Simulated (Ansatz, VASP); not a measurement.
**CoH3 in two plane-wave programs**

One calculation is typed for both programs; each brings its own data sets. How far apart do they land? The cell is taken from a series of runs on this material, whose earlier steps may have relaxed, scaled, displaced or heated it; both programs get it as it stands.

Method: plane waves, with VASP 6.6.1 beside it; zone-centre phonons at PBE, in Ansatz 0.2.0.

### Step 1. The starting structure

It takes space group P4mm (No. 99, tetragonal). The conventional cell has a = 2.608 Å, b = 2.608 Å, c = 2.682 Å, α = 90.00°, β = 90.00°, γ = 90.00°. Co has 12 H at 1.70 to 2.05 Å nearest. Nearest to H lie 4 Co at 1.70 to 2.05 Å and 8 H at 1.80 to 1.94 Å. Nearest to H lie 4 H at 1.80 Å and 4 Co at 1.85 Å. Farther neighbours are not listed.

### Step 2. VASP: zone-centre phonons, PBE

Second derivatives magnify differences that forces hide, and they need a tight electronic threshold.

Lines of VASP's logs that name or quote its potential files are left out, and so is its time.

Contents of INCAR:

```
SYSTEM = CoH3
PREC = Accurate
ENCUT = 600
EDIFF = 1E-08
NELM = 120
ISMEAR = 1
SIGMA = 0.2
LREAL = .FALSE.
ALGO = Normal
GGA = PE
NBANDS = 12
LASPH = .TRUE.
LORBIT = 11
LWAVE = .FALSE.
LCHARG = .FALSE.
ISIF = 2
IBRION = 8
GGA_COMPAT = .FALSE.
KPAR = 2
```

Contents of POSCAR:

```
CoH3
1.0
    2.6081779855      0.0000000000      0.0000000000
    0.0000000000      2.6081779855      0.0000000000
    0.0000000000      0.0000000000      2.6824152396
Co H
1 3
Direct
    0.0000000000      0.0000000000      0.9743635265
    0.0000000000      0.5000000000      0.5649614158
    0.5000000000      0.5000000000      0.0278344223
    0.5000000000      0.0000000000      0.5649614158
```

Contents of KPOINTS:

```
Automatic mesh
0
Gamma
16 16 16
0 0 0
```

PAW data sets: Co and H (PBE family, release 64).

Launch:

```console
> mpirun -np 2 vasp_std
```

Numbers of over 12 decimals in the logs are rounded to 6 here.

Log:

```text
[banner, memory and clock lines left out]
running    2 mpi-ranks, on    1 nodes
 distrk:  each k-point on    1 cores,    2 groups
 distr:  one band on    1 cores,    1 groups

 POSCAR found type information on POSCAR CoH
 POSCAR found :  2 types and       4 ions
 LDA part: xc-table for (Slater+PW92), standard interpolation
 POSCAR, INCAR and KPOINTS ok, starting setup
 FFT: planning ... GRIDC
 FFT: planning ... GRID_SOFT
 FFT: planning ... GRID
 WAVECAR not read
 entering main loop
       N       E                     dE             d eps       ncg     rms          rms(c)
DAV:   1     0.415282609168E+02    0.41528E+02   -0.61696E+03  9760   0.129E+03
DAV:   2    -0.160880268635E+02   -0.57616E+02   -0.53292E+02 10104   0.211E+02
DAV:   3    -0.180960174479E+02   -0.20080E+01   -0.19920E+01 11464   0.464E+01
DAV:   4    -0.181177547512E+02   -0.21737E-01   -0.21730E-01 10944   0.427E+00
DAV:   5    -0.181183903125E+02   -0.63556E-03   -0.63555E-03 11752   0.765E-01    0.148E+01
DAV:   6    -0.182568880970E+02   -0.13850E+00   -0.44811E+01 11124   0.907E+01    0.113E+01
DAV:   7    -0.162483750066E+02    0.20085E+01   -0.17918E+01 11424   0.562E+01    0.291E+00
DAV:   8    -0.162098970718E+02    0.38478E-01   -0.19894E-01 12420   0.486E+00    0.754E-01
DAV:   9    -0.162083751023E+02    0.15220E-02   -0.13522E-02 12316   0.979E-01    0.148E-01
DAV:  10    -0.162083329772E+02    0.42125E-04   -0.89461E-04 12432   0.302E-01    0.431E-02
DAV:  11    -0.162083332816E+02   -0.30440E-06   -0.13668E-04 11212   0.163E-01    0.197E-02
DAV:  12    -0.162083310630E+02    0.22187E-05   -0.87883E-06 12356   0.308E-02    0.248E-03
DAV:  13    -0.162083306364E+02    0.42653E-06   -0.50185E-07 11128   0.101E-02    0.927E-04
DAV:  14    -0.162083305227E+02    0.11375E-06   -0.63074E-08 10316   0.249E-03    0.362E-04
DAV:  15    -0.162083305334E+02   -0.10712E-07   -0.20597E-09  6232   0.464E-04    0.194E-04
DAV:  16    -0.162083305576E+02   -0.24246E-07   -0.51613E-10  5108   0.328E-04    0.184E-05
DAV:  17    -0.162083305567E+02    0.95622E-09   -0.85049E-11  5000   0.124E-04
   1 F= -.16208331E+02 E0= -.16208556E+02  d E =0.675063E-03
 Linear response reoptimize wavefunctions to high precision
DAV:   1    -0.162083305576E+02   -0.92427E-09   -0.28226E-11  5332   0.674E-05
DAV:   2    -0.162083305576E+02    0.69349E-11   -0.10046E-11  4980   0.319E-05
 Linear response DOF=           7
 Linear response progress:
  Degree of freedom:   1/  7
       N       E                     dE             d eps       ncg     rms          rms(c)
RMM:   1    -0.167825870199E+00   -0.16783E+00   -0.12391E-01 40844   0.287E+00
RMM:   2    -0.165909448873E+00    0.19164E-02   -0.43913E-03 43113   0.699E-01    0.160E-01
RMM:   3    -0.166023821542E+00   -0.11437E-03   -0.22563E-04 45689   0.139E-01    0.979E-02
RMM:   4    -0.166562924196E+00   -0.53910E-03   -0.15271E-04 47613   0.104E-01    0.754E-03
RMM:   5    -0.166533692125E+00    0.29232E-04   -0.31503E-06 50264   0.191E-02    0.496E-03
RMM:   6    -0.166510250183E+00    0.23442E-04   -0.33304E-07 46371   0.652E-03    0.751E-04
RMM:   7    -0.166507011047E+00    0.32391E-05   -0.52421E-08 52104   0.201E-03    0.410E-04
RMM:   8    -0.166505061072E+00    0.19500E-05   -0.49116E-09 50466   0.614E-04    0.266E-04
RMM:   9    -0.166501544085E+00    0.35170E-05    0.21086E-09 50581   0.417E-04    0.865E-05
RMM:  10    -0.166502650859E+00   -0.11068E-05   -0.10869E-09 53051   0.119E-04    0.253E-05
RMM:  11    -0.166502795418E+00   -0.14456E-06   -0.59893E-11 53548   0.476E-05    0.100E-05
RMM:  12    -0.166502757970E+00    0.37448E-07    0.51576E-12 53647   0.155E-05    0.126E-06
RMM:  13    -0.166502758630E+00   -0.66019E-09    0.44444E-11 53594   0.559E-06    0.988E-07
 first order change of Fermi-energy   0.57884E-04
 force on displaced ion       1 direction 1 :  -1.096   0.000   0.000
 Linear response progress:
  Degree of freedom:   2/  7
       N       E                     dE             d eps       ncg     rms          rms(c)
RMM:   1    -0.168525989335E+00   -0.16853E+00   -0.12025E-01 14139   0.281E+00
RMM:   2    -0.166696424118E+00    0.18296E-02   -0.42990E-03 14761   0.695E-01    0.173E-01
RMM:   3    -0.166764580470E+00   -0.68156E-04   -0.36955E-04 13924   0.245E-01    0.109E-01
RMM:   4    -0.166793891130E+00   -0.29311E-04   -0.20877E-04 13497   0.217E-01    0.777E-02
RMM:   5    -0.167146870932E+00   -0.35298E-03   -0.14190E-04 16134   0.110E-01    0.845E-03
RMM:   6    -0.167119330563E+00    0.27540E-04   -0.45663E-06 17336   0.212E-02    0.451E-03
RMM:   7    -0.167124410498E+00   -0.50799E-05   -0.43121E-07 17418   0.557E-03    0.139E-03
RMM:   8    -0.167111631781E+00    0.12779E-04   -0.45380E-08 16909   0.201E-03    0.250E-04
RMM:   9    -0.167108697702E+00    0.29341E-05   -0.71758E-09 18237   0.703E-04    0.990E-05
RMM:  10    -0.167108823708E+00   -0.12601E-06   -0.19990E-09 17824   0.251E-04    0.209E-05
RMM:  11    -0.167108877049E+00   -0.53341E-07    0.32423E-11 18745   0.762E-05    0.124E-05
RMM:  12    -0.167108827030E+00    0.50019E-07   -0.20160E-10 18629   0.229E-05    0.216E-06
RMM:  13    -0.167108832190E+00   -0.51600E-08   -0.18684E-11 18311   0.815E-06    0.115E-06
 first order change of Fermi-energy   0.65106E+00
 force on displaced ion       1 direction 3 :  -0.000   0.000  -4.386
 Linear response progress:
  Degree of freedom:   3/  7
[...]
RMM:   2    -0.136536788169E-01   -0.10354E-04   -0.30341E-04 40334   0.216E-01    0.444E-02
RMM:   3    -0.138688493497E-01   -0.21517E-03   -0.82911E-05 46614   0.559E-02    0.258E-02
RMM:   4    -0.141569437667E-01   -0.28809E-03   -0.72861E-06 46097   0.223E-02    0.374E-03
RMM:   5    -0.142116232585E-01   -0.54679E-04   -0.82202E-07 49148   0.593E-03    0.104E-03
RMM:   6    -0.142026993600E-01    0.89239E-05   -0.49125E-08 47707   0.200E-03    0.219E-04
RMM:   7    -0.142019369055E-01    0.76245E-06   -0.98665E-09 51662   0.681E-04    0.107E-04
RMM:   8    -0.142018446764E-01    0.92229E-07   -0.22276E-09 46269   0.242E-04    0.397E-05
RMM:   9    -0.142017643100E-01    0.80366E-07   -0.23489E-10 51331   0.867E-05    0.109E-05
RMM:  10    -0.142017182161E-01    0.46094E-07   -0.27933E-10 52079   0.300E-05    0.193E-06
RMM:  11    -0.142017032051E-01    0.15011E-07   -0.43173E-11 51709   0.102E-05    0.103E-06
RMM:  12    -0.142017015978E-01    0.16073E-08   -0.38428E-11 48984   0.432E-06    0.262E-07
 first order change of Fermi-energy   0.33793E-04
 force on displaced ion       2 direction 1 :  -3.352   0.000   0.000
 Linear response progress:
  Degree of freedom:   4/  7
       N       E                     dE             d eps       ncg     rms          rms(c)
RMM:   1    -0.149454646663E-01   -0.14945E-01    0.25293E-02 60043   0.101E+00
RMM:   2    -0.150651988265E-01   -0.11973E-03   -0.89553E-04 39823   0.409E-01    0.907E-02
RMM:   3    -0.153941179930E-01   -0.32892E-03   -0.22682E-04 46253   0.113E-01    0.500E-02
RMM:   4    -0.159007019597E-01   -0.50658E-03   -0.43979E-05 44964   0.530E-02    0.732E-03
RMM:   5    -0.160023115983E-01   -0.10161E-03   -0.46789E-06 47959   0.149E-02    0.202E-03
RMM:   6    -0.159855809715E-01    0.16731E-04   -0.27920E-07 46816   0.507E-03    0.757E-04
RMM:   7    -0.159916231030E-01   -0.60421E-05   -0.42412E-08 48317   0.174E-03    0.388E-04
RMM:   8    -0.159925207752E-01   -0.89767E-06   -0.23662E-09 46568   0.777E-04    0.211E-04
RMM:   9    -0.159919905220E-01    0.53025E-06    0.28563E-09 49346   0.300E-04    0.588E-05
RMM:  10    -0.159921738634E-01   -0.18334E-06   -0.34650E-09 50533   0.111E-04    0.158E-05
RMM:  11    -0.159921446300E-01    0.29233E-07    0.55647E-10 53971   0.326E-05    0.109E-05
RMM:  12    -0.159921345255E-01    0.10104E-07   -0.24070E-10 50544   0.947E-06    0.165E-06
RMM:  13    -0.159921232860E-01    0.11240E-07    0.94047E-11 47704   0.388E-06    0.367E-07
RMM:  14    -0.159921230303E-01    0.25571E-09    0.14197E-11 33799   0.124E-06    0.247E-07
 first order change of Fermi-energy  -0.14431E-03
 force on displaced ion       2 direction 2 :   0.000  -1.383   0.000
 Linear response progress:
  Degree of freedom:   5/  7
       N       E                     dE             d eps       ncg     rms          rms(c)
RMM:   1    -0.151733175227E-01   -0.15173E-01    0.18439E-02 35921   0.101E+00
RMM:   2    -0.148033836369E-01    0.36993E-03   -0.91688E-04 24968   0.395E-01    0.833E-02
RMM:   3    -0.151128646437E-01   -0.30948E-03   -0.23655E-04 28317   0.112E-01    0.460E-02
RMM:   4    -0.155430304478E-01   -0.43017E-03   -0.32164E-05 26391   0.549E-02    0.123E-02
RMM:   5    -0.155875618268E-01   -0.44531E-04   -0.78392E-06 26500   0.296E-02    0.506E-03
RMM:   6    -0.156606462987E-01   -0.73084E-04   -0.10965E-06 29373   0.852E-03    0.132E-03
RMM:   7    -0.156466655675E-01    0.13981E-04   -0.86574E-08 29456   0.260E-03    0.455E-04
RMM:   8    -0.156489756981E-01   -0.23101E-05   -0.19029E-08 32080   0.922E-04    0.104E-04
RMM:   9    -0.156489745180E-01    0.11802E-08    0.61473E-09 32147   0.265E-04    0.548E-05
 first order change of Fermi-energy  -0.24430E+00
 force on displaced ion       2 direction 3 :   0.000   0.000  -2.001
 Linear response progress:
  Degree of freedom:   6/  7
       N       E                     dE             d eps       ncg     rms          rms(c)
RMM:   1    -0.146382172868E-01   -0.14638E-01    0.23891E-02 59958   0.962E-01
RMM:   2    -0.147261066870E-01   -0.87889E-04   -0.81712E-04 39897   0.385E-01    0.735E-02
RMM:   3    -0.150454279440E-01   -0.31932E-03   -0.21024E-04 46123   0.107E-01    0.401E-02
RMM:   4    -0.155054244450E-01   -0.46000E-03   -0.39095E-05 45221   0.473E-02    0.596E-03
RMM:   5    -0.156127280202E-01   -0.10730E-03   -0.43218E-06 48359   0.135E-02    0.211E-03
RMM:   6    -0.155917112551E-01    0.21017E-04   -0.10661E-07 46690   0.468E-03    0.360E-04
RMM:   7    -0.155910400204E-01    0.67123E-06    0.40633E-09 49905   0.144E-03    0.260E-04
RMM:   8    -0.155907465223E-01    0.29350E-06    0.14947E-08 46449   0.530E-04    0.842E-05
RMM:   9    -0.155905154963E-01    0.23103E-06    0.46019E-09 51033   0.209E-04    0.245E-05
RMM:  10    -0.155906068823E-01   -0.91386E-07   -0.71640E-10 51474   0.629E-05    0.107E-05
RMM:  11    -0.155905219601E-01    0.84922E-07    0.33148E-10 50024   0.247E-05    0.320E-06
RMM:  12    -0.155905154046E-01    0.65555E-08    0.40346E-10 52568   0.893E-06    0.573E-07
 first order change of Fermi-energy   0.91730E-04
 force on displaced ion       3 direction 1 :  -0.140   0.000   0.000
 Linear response progress:
  Degree of freedom:   7/  7
       N       E                     dE             d eps       ncg     rms          rms(c)
RMM:   1    -0.134107483772E-01   -0.13411E-01    0.12754E-02 20082   0.691E-01
RMM:   2    -0.134797028986E-01   -0.68955E-04   -0.32291E-04 13981   0.202E-01    0.421E-02
RMM:   3    -0.136726199047E-01   -0.19292E-03   -0.96787E-05 14316   0.908E-02    0.293E-02
RMM:   4    -0.137579060907E-01   -0.85286E-04   -0.12500E-05 13786   0.534E-02    0.180E-02
RMM:   5    -0.139301685736E-01   -0.17226E-03   -0.54500E-06 14578   0.238E-02    0.238E-03
RMM:   6    -0.139576359862E-01   -0.27467E-04   -0.60739E-07 16901   0.597E-03    0.636E-04
RMM:   7    -0.139540274573E-01    0.36085E-05   -0.36834E-08 16722   0.170E-03    0.199E-04
RMM:   8    -0.139550709466E-01   -0.10435E-05   -0.67640E-09 18247   0.527E-04    0.850E-05
RMM:   9    -0.139552134205E-01   -0.14247E-06    0.68858E-10 17718   0.180E-04    0.281E-05
RMM:  10    -0.139551648551E-01    0.48565E-07   -0.30423E-10 17093   0.622E-05    0.871E-06
RMM:  11    -0.139551391400E-01    0.25715E-07    0.32355E-11 18116   0.181E-05    0.227E-06
RMM:  12    -0.139551448418E-01   -0.57018E-08   -0.18823E-11 17329   0.592E-06    0.512E-07
 first order change of Fermi-energy  -0.15926E+00
 force on displaced ion       3 direction 3 :   0.000   0.000  -3.570
 Linear response finished
```

(Part 1 of 2 ends here.)

[Lines on the potential files, build, host, timing and source positions are cut from VASP's logs without a mark.]

[Logs are printed without paths, hosts, clocks, repeated set-up lines and the standing remarks that a program may print on its own settings, such as how far it seeks lower states.]

[Hosts, paths, dates, database ids (printed as entryN), source tags and the programs' standing remarks are cut or masked in the printed files.]
